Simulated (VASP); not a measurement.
Crystal: SrB3Pt.

```
Sr B Pt
1.0
     4.54056    0.00000    0.00000
     0.00000    4.54056    0.00000
     0.00000    0.00000    4.54056
Sr B Pt
1 3 1
Direct
  0.00000 0.00000 0.00000
  0.50000 0.00000 0.00000
  0.00000 0.50000 0.00000
  0.00000 0.00000 0.50000
  0.50000 0.50000 0.50000
```

The cell was built by a generator and needn't be a form met in nature.

* Program: VASP 6.6.1
* Task: relaxation of cell and atoms
* Functional: PBE
* Potentials or basis: VASP PAW PBE potentials, release 64 (Sr_sv, B, Pt)
* Cutoff: 600 eV
* k mesh: 5 × 5 × 5
* Occupations: fermi-dirac, width 0.05 eV
* Spin: no spin polarisation
* Hubbard terms: Pt d U = 8 eV

At the start: pressure 2.8 GPa; volume 18.72 Å³/atom.

Question: How do energy, volume and symmetry change on relaxing?

Answer: Over 4 steps the energy falls by 37.9 meV/atom and the volume is 22.79 Å³/atom (+21.7 %); space group Pm-3m (No. 221, to 0.05 Å).

Step by step:
```
step  energy change (eV)  largest force (eV/Å)  pressure (GPa)  volume (Å³)
   1              0.0000                0.0000            2.79        93.61
   2             -0.0735                0.0000            2.36        98.10
   3             -0.1885                0.0000            0.19       112.41
   4             -0.1893                0.0000           -0.04       113.93
```

Final structure:
```
Sr B Pt
1.0
     4.84786    0.00000    0.00000
     0.00000    4.84786    0.00000
     0.00000    0.00000    4.84786
Sr B Pt
1 3 1
Direct
  0.00000 0.00000 0.00000
  0.50000 0.00000 0.00000
  0.00000 0.50000 0.00000
  0.00000 0.00000 0.50000
  0.50000 0.50000 0.50000
```

Caveat: the volume moved by over 15 % at a fixed basis, so the end points are rough; U without spin polarisation on a metal has little footing; the U is typed as a test and isn't derived for this compound.
